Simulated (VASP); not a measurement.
Consider the following.

```xyz
8
Lattice="5.8781 0.0000 0.0000 0.0000 5.8781 0.0000 0.0000 0.0000 5.8781" Properties=species:S:1:pos:R:3 pbc="T T T"
Hg     0.0000     0.0000     0.0000
Hg     2.9390     2.9390     0.0000
Hg     2.9390     5.8781     2.9390
Se     1.3028     1.6362     1.6362
Se     4.5753     4.2419     1.6362
Se     4.5753     1.6362     4.2419
Se     1.3028     4.2419     4.2419
Be     0.0000     2.9390     2.9390
```

Computed with PBEsol GGA, VASP's PBE PAW potentials (set 64) (plane waves; VASP). Run with 400 eV cut-off, Gaussian smearing of 0.050 eV, potentials Hg Se Be.

Give the energies of bands 23 to 36 at the high-symmetry points, in eV from the Fermi level.

| band | Γ | X | M | R |
|---|---|---|---|---|
| 23 | -2.45 | -2.88 | -3.62 | -4.72 |
| 24 | -2.45 | -2.88 | -2.71 | -1.46 |
| 25 | -2.45 | -2.67 | -2.71 | -1.46 |
| 26 | -1.93 | -2.50 | -2.25 | -1.46 |
| 27 | -1.93 | -2.16 | -1.97 | -0.62 |
| 28 | -1.93 | -1.38 | -1.16 | -0.62 |
| 29 | -0.06 | -1.38 | -1.11 | -0.62 |
| 30 | -0.06 | -0.71 | -1.11 | -0.45 |
| 31 | -0.06 | -0.71 | 0.02 | -0.45 |
| 32 | -0.02 | 2.26 | 1.95 | 1.18 |
| 33 | 2.20 | 2.81 | 3.10 | 1.18 |
| 34 | 2.20 | 3.46 | 3.10 | 1.18 |
| 35 | 3.13 | 3.91 | 4.25 | 2.63 |
| 36 | 3.13 | 3.98 | 4.82 | 5.77 |

It has no gap at this level: it comes out as a metal or semimetal.

The structure was generated: BeHg3Se4 was put into an ordered model structure (P-43m), which need not be its known phase. It was relaxed first.
